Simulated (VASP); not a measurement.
Given:

```
CELL_PARAMETERS angstrom
      0.00000     3.33252     3.33252
      3.33252     0.00000     3.33252
      3.33252     3.33252     0.00000
ATOMIC_POSITIONS crystal
  Rb 0.00000 0.00000 0.00000
  Cl 0.50000 0.50000 0.50000
```

All values below come from vdW-DF2, VASP's PBE PAW potentials (set 64) (plane waves; VASP). Settings: 520 eV cut-off, 8×8×8 Γ-centred mesh, tetrahedra with Blöchl corrections, potentials Rb_sv Cl.

Task: Estimate the energy per atom (σ→0), band gap (on the k-mesh) with the smallest direct gap where there is one.

Result: 
```
Item                                          Value
-----------------------------------  --------------
band gap (on the k-mesh)                    4.50 eV
smallest direct gap (on the k-mesh)         4.50 eV
energy per atom (σ→0)                -1.698 eV/atom
```

Only differences to runs with the same potentials and settings are physical.

The compound is RbCl in the rock salt structure. It was relaxed first.
